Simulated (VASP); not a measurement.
# ZnCd3Se3S (P4/mmm) in VASP: a series of runs

Runs on ZnCd3Se3S. Level: PBE. Tasks: relaxation of cell and atoms.

Everything below comes from runs of VASP 6.6.1. Logs are shortened: lines on timing, memory, paths and dates and some standing lists are left out, and cuts for length are marked.

## (1) The crystal as given

Symmetry: P4/mmm, No. 123, tetragonal system. The conventional cell has a = 3.984 Å, b = 3.984 Å, c = 11.464 Å, α = 90.00°, β = 90.00°, γ = 90.00°. Zn (site symmetry 4/mmm) has 4 S at 2.82 Å and 2 Se at 2.87 Å as nearest neighbours. Cd (site symmetry 4mm) is surrounded by 5 Se at 2.82 Å and 1 S at 2.92 Å. Cd (site symmetry 4/mmm) has 6 Se at 2.82 to 2.87 Å as nearest neighbours. Around Se (site symmetry 4mm) lie 5 Cd at 2.82 to 2.87 Å and 1 Zn at 2.87 Å. Se (site symmetry 4/mmm) has 6 Cd at 2.82 Å as nearest neighbours. S (site symmetry 4/mmm) is surrounded by 4 Zn at 2.82 Å and 2 Cd at 2.92 Å.

The cell was built by a generator and needn't be a form met in nature.

## (2) Relaxation of cell and atoms, PBE

The input, INCAR:

```
PREC = Normal
ENCUT = 520
EDIFF = 1E-4
ISMEAR = 0
SIGMA = 0.15
LREAL = False
LASPH = True
NELM = 60
ALGO = Fast
ISIF = 3
LWAVE = False
LCHARG = False
GGA = PE
IBRION = 2
NSW = 24
EDIFFG = -0.08
```

The input, KPOINTS:

```
Automatic mesh
0
Gamma
  4 4 2
```

The input, POSCAR:

```
ZnCd3Se3S
1.0
    3.9842846300      0.0000000000      0.0000000000
    0.0000000000      3.9842846300      0.0000000000
    0.0000000000      0.0000000000     11.4643771700
Zn Cd Se S
1 3 3 1
Direct
    0.0000000000      0.0000000000      0.5000000000
    0.5000000000      0.5000000000      0.7544199800
    0.0000000000      0.0000000000      0.0000000000
    0.5000000000      0.5000000000      0.2455800200
    0.0000000000      0.0000000000      0.7499859900
    0.5000000000      0.5000000000      0.0000000000
    0.0000000000      0.0000000000      0.2500140100
    0.5000000000      0.5000000000      0.5000000000
```

Potentials or basis: VASP PAW PBE potentials, release 64 (Zn, Cd, Se, S).

The run is started by

```console
> cat potpaw_PBE.64/Zn/POTCAR potpaw_PBE.64/Cd/POTCAR potpaw_PBE.64/Se/POTCAR potpaw_PBE.64/S/POTCAR > POTCAR
> mpirun -np 1 vasp_std > vasp.out
```

OUTCAR:

```text
PREC = Normal
   ENCUT = 520
   EDIFF = 1E-4
   ISMEAR = 0
   LREAL = False
   LASPH = True
   NELM = 60
   ISIF = 3
   GGA = PE
   IBRION = 2
   NSW = 24
   EDIFFG = -0.08

 ion  position               nearest neighbor table
   1  0.000  0.000  0.500-   8 2.82   8 2.82   8 2.82   8 2.82   5 2.87   7 2.87
   2  0.500  0.500  0.754-   6 2.82   5 2.82   5 2.82   5 2.82   5 2.82   8 2.92
   3  0.000  0.000  0.000-   6 2.82   6 2.82   6 2.82   6 2.82   7 2.87   5 2.87
   4  0.500  0.500  0.246-   6 2.82   7 2.82   7 2.82   7 2.82   7 2.82   8 2.92
   5  0.000  0.000  0.750-   2 2.82   2 2.82   2 2.82   2 2.82   1 2.87   3 2.87
   6  0.500  0.500  0.000-   2 2.82   4 2.82   3 2.82   3 2.82   3 2.82   3 2.82
   7  0.000  0.000  0.250-   4 2.82   4 2.82   4 2.82   4 2.82   1 2.87   3 2.87
   8  0.500  0.500  0.500-   1 2.82   1 2.82   1 2.82   1 2.82   4 2.92   2 2.92

  LATTYP: Found a simple tetragonal cell.
 ALAT       =     3.9842846300
 C/A-ratio  =     2.8773991405

  Lattice vectors:

 A1 = (   3.9842846300,   0.0000000000,   0.0000000000)
 A2 = (   0.0000000000,   3.9842846300,   0.0000000000)
 A3 = (   0.0000000000,   0.0000000000,  11.4643771700)

Analysis of symmetry for initial positions (statically):
=====================================================================
 Subroutine PRICEL returns:
 Original cell was already a primitive cell.

 Routine SETGRP: Setting up the symmetry group for a
 simple tetragonal supercell.

 Subroutine GETGRP returns: Found 16 space group operations
 (whereof 16 operations were pure point group operations)
 out of a pool of 16 trial point group operations.

The static configuration has the point symmetry D_4h.

Analysis of symmetry for dynamics (positions and initial velocities):
=====================================================================
 Subroutine PRICEL returns:
 Original cell was already a primitive cell.

 Routine SETGRP: Setting up the symmetry group for a
 simple tetragonal supercell.

 Subroutine GETGRP returns: Found 16 space group operations
 (whereof 16 operations were pure point group operations)
 out of a pool of 16 trial point group operations.

The dynamic configuration has the point symmetry D_4h.

 Subroutine INISYM returns: Found 16 space group operations
 (whereof 16 operations are pure point group operations),
 and found     1 'primitive' translations

----------------------------------------------------------------------------------------

                                     Primitive cell

  volume of cell :     181.9915

  direct lattice vectors                    reciprocal lattice vectors
     3.984284630  0.000000000  0.000000000     0.250986085  0.000000000  0.000000000
     0.000000000  3.984284630  0.000000000     0.000000000  0.250986085  0.000000000
     0.000000000  0.000000000 11.464377170     0.000000000  0.000000000  0.087226718

  length of vectors
     3.984284630  3.984284630 11.464377170     0.250986085  0.250986085  0.087226718

[... 87 lines left out ...]
   POTIM  = 0.5000    time-step for ionic-motion
   TEBEG  =    0.0;   TEEND  =   0.0 temperature during run
   PSTRESS=    0.0 pullay stress
   NELECT =      72.0000    total number of electrons
   NUPDOWN=      -1.0000    fix difference up-down
   EMIN   =  10.00;   EMAX   =-10.00  energy-range for DOS
   EFERMI =   0.00;   METHOD = LEGACY
   ISMEAR =     0;   SIGMA  =   0.15  broadening in eV -4-tet -1-fermi 0-gaus
   EFERMI_NEDOS =   21; number of points for ismear=-14 and -15
   IALGO  =     68    algorithm
   IMIX   =      4    mixing-type and parameters
     AMIX     =   0.40;   BMIX     =  1.00
     AMIX_MAG =   1.60;   BMIX_MAG =  1.00
  volume/ion in A,a.u.               =      22.75       153.52
  Fermi-wavevector in a.u.,A,eV,Ry     =   1.201808  2.271089 19.651489  1.444344
  Thomas-Fermi vector in A             =   2.337607
   LORBIT       =      0    0 simple, 1 ext, 2 COOP (PROOUT), +10 PAW based schemes
   GGA     = PE    functional components
   LHFCALC =     F    Hartree Fock is set to
   AEXX    =    0.0000 exact exchange contribution
   IVDW    =     0    specifies the selected vdW correction
   LEPSILON=     F    determine dielectric tensor
   LRPA    =     F    only Hartree local field effects (RPA)
 conjugate gradient relaxation of ions
 non-spin polarized calculation
 RMM-DIIS sequential band-by-band and
 Gauss-broadening in eV      SIGMA  =   0.15
  energy-cutoff  :      520.00
  volume of cell :      181.99
 maximum number of plane-waves:      4946
   NGX = 15   NGY = 15   NGZ = 43

--------------------------------------- Ionic step        1  -------------------------------------------

 number of electron      71.9999957 magnetization

 Free energy of the ion-electron system (eV)
  ---------------------------------------------------
  ext. energy  EPLUGINS =         0.00000000
  ---------------------------------------------------
  free energy    TOTEN  =       -21.10649266 eV

  energy without entropy =      -21.07917653  energy(sigma->0) =      -21.09283460

 E-fermi :   2.3135     XC(G=0):  -9.9810

 val. band max:        2.3065304775   @ k =   0.5000   0.0000   0.0000
 cond. band min:       2.4790738578   @ k =   0.0000   0.0000   0.0000
 fundamental gap:      0.1725433803
 Fermi energy:         2.3134841316

 k-point     1 :       0.0000    0.0000    0.0000
  band No.  band energies     occupation
      1     -10.7762      2.00000
      2     -10.3462      2.00000
      3     -10.1783      2.00000
      4      -9.2417      2.00000
      5      -5.8056      2.00000
      6      -5.7233      2.00000
[... 660 lines left out ...]
  FREE ENERGIE OF THE ION-ELECTRON SYSTEM (eV)
  ---------------------------------------------------
  free  energy   TOTEN  =       -21.2073698121 eV

  energy  without entropy=      -21.1829002126  energy(sigma->0) =      -21.19513501

[... ionic steps 4 to 9 ...]

--------------------------------------- Ionic step       10  -------------------------------------------

 number of electron      72.0000007 magnetization

------------------------ aborting loop because EDIFF is reached ----------------------------------------
[... 79 lines left out ...]
--------------------------------------- Ionic step       12  -------------------------------------------

 number of electron      71.9999971 magnetization

 Free energy of the ion-electron system (eV)
  ---------------------------------------------------
  ext. energy  EPLUGINS =         0.00000000
  ---------------------------------------------------
  free energy    TOTEN  =       -21.39079596 eV

  energy without entropy =      -21.36557114  energy(sigma->0) =      -21.37818355

 E-fermi :   2.5033     XC(G=0): -10.0966

 val. band max:        2.4448247732   @ k =   0.5000   0.0000   0.0000
 cond. band min:       2.5270794886   @ k =   0.5000   0.0000   0.0000
 fundamental gap:      0.0822547153
 Fermi energy:         2.5032848843

 k-point     1 :       0.0000    0.0000    0.0000
  band No.  band energies     occupation
      1     -10.5963      2.00000
      2     -10.1564      2.00000
      3     -10.0572      2.00000
      4      -9.2055      2.00000
      5      -5.6684      2.00000
      6      -5.5826      2.00000
[... 576 lines left out ...]
  FREE ENERGIE OF THE ION-ELECTRON SYSTEM (eV)
  ---------------------------------------------------
  free  energy   TOTEN  =       -21.3907959589 eV

  energy  without entropy=      -21.3655711424  energy(sigma->0) =      -21.37818355

 reached required accuracy - stopping structural energy minimisation
```

Run time: 3.5 min. Hardware: 1 thread of Intel Xeon Platinum 8488C (Sapphire Rapids), shared host; peak memory 0.25 GiB.

What came out:

| Property | Result |
| --- | --- |
| Free energy | -21.3908 eV |
| Relaxed volume | 22.20 Å³/atom |
| Relaxed cell | a = 4.013 Å, b = 4.013 Å, c = 11.024 Å, α = 90.00°, β = 90.00°, γ = 90.00° |
| Space group after relaxing (to 0.05 Å) | P4/mmm (No. 123) |
| Energy gained by relaxing | 35.5 meV/atom |
| Ionic steps | 12 |
| Pressure after relaxing | 0.1 GPa |
| Largest force after relaxing | 0.039 eV/Å |
| Band gap on the k mesh | none (metal or under the smearing width) |

Forces on the atoms (eV/Å):
```
Zn   0.000  0.000  0.000
Cd   0.000  0.000 -0.036
Cd   0.000  0.000  0.000
Cd   0.000  0.000  0.036
Se   0.000  0.000 -0.039
Se   0.000  0.000  0.000
Se   0.000  0.000  0.039
S    0.000  0.000  0.000
```

The path:
| step | energy change (eV) | largest force (eV/Å) | pressure (GPa) | volume (Å³) |
| --- | --- | --- | --- | --- |
| 1 | 0.0000 | 0.5587 | -1.10 | 181.99 |
| 2 | -0.0780 | 0.5387 | -0.10 | 177.90 |
| 3 | -0.1009 | 0.4541 | 3.92 | 168.24 |
| 4 | -0.1236 | 0.4886 | 2.03 | 172.51 |
| 5 | -0.1687 | 0.4289 | 1.85 | 172.92 |
| 6 | -0.2505 | 0.2501 | 1.49 | 174.10 |
| 7 | -0.2560 | 0.1546 | 1.36 | 174.57 |
| 8 | -0.2773 | 0.1378 | 0.00 | 177.50 |
| 9 | -0.2783 | 0.1354 | 0.02 | 177.90 |
| 10 | -0.2789 | 0.1320 | -0.24 | 178.69 |
| 11 | -0.2816 | 0.1079 | -0.20 | 178.41 |
| 12 | -0.2843 | 0.0393 | 0.07 | 177.58 |

Final structure:
```
Zn Cd Se S
1.0
     4.01346    0.00000    0.00000
     0.00000    4.01346    0.00000
     0.00000    0.00000   11.02415
Zn Cd Se S
1 3 3 1
Direct
  0.00000 0.00000 0.50000
  0.50000 0.50000 0.73915
  0.00000 0.00000 0.00000
  0.50000 0.50000 0.26085
  0.00000 0.00000 0.73470
  0.50000 0.50000 0.00000
  0.00000 0.00000 0.26530
  0.50000 0.50000 0.50000
```

Caveat: the k mesh is coarse (spacing up to 0.39 Å⁻¹), so the values aren't converged; the relaxation stopped at a loose force limit of 0.08 eV/Å, so its end isn't a converged minimum.

(Continued in part 2 of 2.)
